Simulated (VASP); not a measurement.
Crystal: Mo.

```
CELL_PARAMETERS angstrom
-1.57342 1.57342 1.57342
1.57342 -1.57342 1.57342
1.57342 1.57342 -1.57342
ATOMIC_POSITIONS crystal
Mo 0.00000 0.00000 0.00000
```

```yaml
Program: VASP 6.6.1
Task: relaxation of cell and atoms
Functional: PBE
Potentials_or_basis: VASP PAW PBE potentials, release 64 (Mo_sv)
Cutoff: 520 eV
k_mesh: 6 × 6 × 6
Occupations: gaussian, width 0.1 eV
Spin: no spin polarisation
```

At the start: pressure 3.7 GPa; volume 15.58 Å³/atom.

How do energy, volume and symmetry change on relaxing?

Over 16 steps the energy falls by 2.5 meV/atom and the volume is 15.80 Å³/atom (+1.4 %); space group Im-3m (No. 229, to 0.05 Å).

The path:
```
step  energy change (eV)  largest force (eV/Å)  pressure (GPa)  volume (Å³)
   1              0.0000                0.0000            3.74        15.58
   2              0.0163                0.0000           -9.35        16.42
   3             -0.0025                0.0000           -0.05        15.80
   4             -0.0025                0.0000            0.03        15.79
   5             -0.0025                0.0000            0.03        15.79
   6             -0.0025                0.0000            0.03        15.79
   7             -0.0025                0.0000            0.02        15.79
   8             -0.0025                0.0000            0.02        15.79
   9             -0.0025                0.0000            0.02        15.79
  10             -0.0025                0.0000            0.03        15.79
  11             -0.0025                0.0000            0.03        15.79
  12             -0.0025                0.0000            0.03        15.79
  13             -0.0025                0.0000            0.03        15.79
  14             -0.0025                0.0000            0.03        15.79
  15             -0.0025                0.0000            0.04        15.80
  16             -0.0025                0.0000            0.00        15.80
```

Final structure:
```cif
data_structure
_symmetry_space_group_name_H-M 'P 1'
_symmetry_Int_Tables_number 1
_cell_length_a 2.7377
_cell_length_b 2.7377
_cell_length_c 2.7377
_cell_angle_alpha 109.471
_cell_angle_beta 109.471
_cell_angle_gamma 109.471
_cell_volume 15.80
loop_
_atom_site_label
_atom_site_type_symbol
_atom_site_fract_x
_atom_site_fract_y
_atom_site_fract_z
_atom_site_occupancy
Mo1 Mo 0.00000 0.00000 0.00000 1
```

Caveat: the k mesh is coarse (spacing up to 0.47 Å⁻¹), so the values aren't converged.
